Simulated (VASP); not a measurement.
**Al2Pd: single point with LDA**

Crystal: Al2Pd.

```xyz
3
Lattice="0.0000 2.9495 2.9495 2.9495 0.0000 2.9495 2.9495 2.9495 0.0000" Properties=species:S:1:pos:R:3 pbc="T T T"
Al    1.4748    1.4748    1.4748
Al    4.4243    4.4243    4.4243
Pd    0.0000    0.0000    0.0000
```

The cell comes from a database or a generator and needn't be the stable form of this composition.

| Quantity | Value |
| --- | --- |
| Program | VASP 6.6.1 |
| Task | single point |
| Functional | LDA |
| Potentials or basis | VASP PAW LDA potentials, release 64 (Al, Pd) |
| Cutoff | 520 eV |
| k mesh | 6 × 6 × 6 |
| Occupations | fermi-dirac, width 0.1 eV |
| Spin | no spin polarisation |
| Dipole correction | no |
| Further INCAR settings | ALGO = Normal; EDIFF = 1e-07; NBANDS = 15 |

The pressure is -3.4 GPa and the band gap on the k mesh is none (metal or under the smearing width).

Levels at points of the mesh, in eV from the Fermi level:
| k point | band 5 | band 6 | band 7 | band 8 | band 9 | band 10 | band 11 | band 12 |
| --- | --- | --- | --- | --- | --- | --- | --- | --- |
| (0.00, 0.00, 0.00) | -3.70 | -3.70 | 3.06 | 4.05 | 4.05 | 4.05 | 4.56 | 4.56 |
| (0.50, 0.00, 0.00) | -3.55 | -3.55 | -3.36 | 1.24 | 1.24 | 3.89 | 4.42 | 4.42 |
| (0.50, 0.50, 0.00) | -3.82 | -3.34 | -2.78 | -1.40 | -1.40 | 2.15 | 3.18 | 8.40 |

Run time: 15 s on 1 thread of AMD EPYC 7R43 64-Core Processor (Zen 3), on a shared host, peak memory 0.12 GiB.
